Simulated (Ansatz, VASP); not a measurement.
# SrZrO2 in VASP and in Ansatz

```
CELL_PARAMETERS angstrom
4.24937 0.00000 0.00000
0.00000 4.24937 0.00000
0.00000 0.00000 3.82849
ATOMIC_POSITIONS crystal
Sr 0.50000 0.50000 0.50000
Zr 0.00000 0.00000 0.00000
O 0.50000 0.00000 0.00000
O 0.00000 0.50000 0.00000
```

Alike in both runs: functional PBE; k mesh 8 × 8 × 10; occupations gaussian, width 0.1 eV; no spin polarisation.

Ansatz relaxed the structure, and its values are those at the end. VASP's run is a single point on that final structure, the one shown.

```csv
,VASP,Ansatz
version,VASP 6.6.1,Ansatz 0.2.0
potentials or method,"VASP PAW PBE potentials, release 64 (Sr_sv, Zr_sv, O)","scalar-relativistic, plane waves, PAW"
plane-wave cutoff (eV),520,420
valence electrons in the cell,34,34
```

Ansatz gave:

| Quantity | Value |
| --- | --- |
| gap on the k mesh at the Fermi level (eV) | none |
| pressure (GPa) | -4.1 |

Question: Estimate VASP's values.

Answer: gap on the k mesh at the Fermi level (eV): none; pressure (GPa): -3.8.

A gap of «none» marks a metal or a gap that the smearing closes. The functional is the same, so the differences come from potentials, cutoffs and numerics.
